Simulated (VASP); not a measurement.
Consider the following.

```xyz
1
Lattice="0.0000 1.8444 1.8444 1.8444 0.0000 1.8444 1.8444 1.8444 0.0000" Properties=species:S:1:pos:R:3 pbc="T T T"
Rh     0.0000     0.0000     0.0000
```

Computed with LDA (Ceperley-Alder, Perdew-Zunger), VASP's LDA PAW potentials (set 64) (plane waves; VASP). Run with 500 eV cut-off, 17×17×17 Γ-centred mesh, first-order Methfessel-Paxton smearing of 0.10 eV, potentials Rh_pv.

Energy and stress use the plane-wave basis of the starting cell.

Q: The ions, cell shape and volume at an external pressure of 30.0 GPa are relaxed. Which structure does the run end with?

A: 
```xyz
1
Lattice="0.0000 1.8304 1.8304 1.8304 0.0000 1.8304 1.8304 1.8304 0.0000" Properties=species:S:1:pos:R:3 pbc="T T T"
Rh     1.8304     1.8304     3.6608
```
Space group Fm-3m (225), at a tolerance of 0.03 Å.

Q: How do energy and volume change from the first to the last step?

A: The energy (σ→0) changes by +44.1 meV/atom and the volume by -2.3 %, in 4 ionic steps.

| step | E(σ→0) (eV) | max force (eV/Å) | pressure (GPa) | volume (Å³) |
|---|---|---|---|---|
| 1 | -8.6444 | 0.000 | 20.00 | 12.55 |
| 2 | -8.2325 | 0.000 | 82.83 | 11.18 |
| 3 | -8.6024 | 0.000 | 29.50 | 12.28 |
| 4 | -8.6002 | 0.000 | 29.94 | 12.27 |

The compound is Rh in the fcc structure. This run relaxes it under an external pressure of 30 GPa. Symmetry was kept, so distortions that lower it aren't found.
